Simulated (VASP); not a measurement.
Here is the system:

```
CELL_PARAMETERS angstrom
      1.47772    -2.55949     0.00000
      1.47772     2.55949     0.00000
      0.00000     0.00000     5.46958
ATOMIC_POSITIONS crystal
  Cd 0.33333 0.66667 0.25000
  Cd 0.66667 0.33333 0.75000
```

Calculation: PBEsol GGA, VASP's PBE PAW potentials (set 64) (plane waves; VASP). Run with 400 eV cut-off, 16×16×8 Γ-centred mesh, tetrahedra with Blöchl corrections, potentials Cd.

### Question
Predict the energy per atom (σ→0), band gap (on the k-mesh) with the smallest direct gap where there is one.

### Answer

```yaml
band gap (on the k-mesh): none (metal, semimetal or under 0.01 eV)
energy per atom (σ→0): -1.200 eV/atom
```

Only differences to runs with the same potentials and settings are physical.

The compound is Cd in the hcp structure. It was relaxed first.
